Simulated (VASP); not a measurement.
Given:

```
CELL_PARAMETERS angstrom
      0.00000     3.50000     3.50000
      3.50000     0.00000     3.50000
      3.50000     3.50000     0.00000
ATOMIC_POSITIONS crystal
  Ba 0.00000 0.00000 0.00000
  Te 0.50000 0.50000 0.50000
```

Level of theory: PBE GGA, VASP's PBE PAW potentials (set 64) (plane waves; VASP). Run with 400 eV cut-off, 6×6×6 Γ-centred mesh, Gaussian smearing of 0.050 eV, potentials Ba_sv Te.

Unless said otherwise, spin-orbit coupling is left out, though it shifts the bands of the heavy elements here.

Question: Predict the energy per atom (σ→0), pressure, band gap (on the k-mesh) with the smallest direct gap where there is one.

Answer: 
```
Item                                                  Value
-----------------------------------  ----------------------
band gap (on the k-mesh)                            1.52 eV
smallest direct gap (on the k-mesh)                 1.90 eV
energy per atom (σ→0)                -415.7 kJ/mol of atoms
pressure                                           1.17 GPa
```

Total energies compare only between runs with the same potentials, cut-off and functional.

The compound is BaTe in the rock salt structure. The cell was not relaxed at this level.
